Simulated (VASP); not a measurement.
A convergence study with VASP on WS₂ (2H layered): one setting is varied, all else stays as given below, so the limit is that of these other settings.

```
WS2
1.0
    1.57500    -2.72798     0.00000
    1.57500     2.72798     0.00000
    0.00000     0.00000    12.32000
W S
2 4
Cartesian
  1.57500   0.90933   3.08000
  1.57500  -0.90933   9.24000
  1.57500   0.90933  10.81696
  1.57500  -0.90933   4.65696
  1.57500  -0.90933   1.50304
  1.57500   0.90933   7.66304
```

Calculation: LDA (Ceperley-Alder, Perdew-Zunger), VASP's LDA PAW potentials (set 64) (plane waves; VASP). The tightest run used: 550 eV cut-off, 17×17×4 Γ-centred mesh, tetrahedra with Blöchl corrections, potentials W_sv S.

Question: The settings run are 4×4×1 mesh; 5×5×1 mesh; 6×6×1 mesh; 7×7×2 mesh; 8×8×2 mesh; 9×9×2 mesh; 10×10×2 mesh; 11×11×2 mesh; 12×12×3 mesh; 13×13×3 mesh; 14×14×3 mesh; 15×15×3 mesh; 16×16×4 mesh; 17×17×4 mesh. From which on does the energy per atom stay within 0.002 eV/atom of the tightest run?

Answer: From 7×7×2 mesh on: it is off by 0.0003 there and by no more than 0.002 in any finer run, while 6×6×1 mesh is off by 0.0065.
```
setting       E (eV/atom)  pressure (GPa)  largest force (eV/Å)  irreducible k-points  difference judged (eV/atom)
------------  -----------  --------------  --------------------  --------------------  ---------------------------
4×4×1 mesh        -8.7618           -4.04                 0.501                     4                       0.0119
5×5×1 mesh        -8.7438           -3.64                 0.432                     5                       0.0060
6×6×1 mesh        -8.7433           -3.64                 0.428                     7                       0.0065
7×7×2 mesh        -8.7502           -3.81                 0.407                    16                       0.0003
8×8×2 mesh        -8.7498           -3.80                 0.405                    20                       0.0001
9×9×2 mesh        -8.7498           -3.80                 0.404                    24                       0.0001
10×10×2 mesh      -8.7498           -3.80                 0.405                    28                       0.0000
11×11×2 mesh      -8.7498           -3.80                 0.405                    32                       0.0000
12×12×3 mesh      -8.7498           -3.80                 0.405                    38                       0.0000
13×13×3 mesh      -8.7498           -3.81                 0.405                    42                       0.0000
14×14×3 mesh      -8.7498           -3.80                 0.405                    48                       0.0000
15×15×3 mesh      -8.7498           -3.80                 0.405                    54                       0.0000
16×16×4 mesh      -8.7498           -3.80                 0.405                    90                       0.0000
17×17×4 mesh      -8.7498           -3.81                 0.405                    99                       0.0000
```

Left out are rungs that failed or repeat a setting and relaxations that didn't move; long series are thinned to 24 rows.

The compound is WS2 in the 2H layered structure. The cell was not relaxed at this level, forces remain on its atoms.
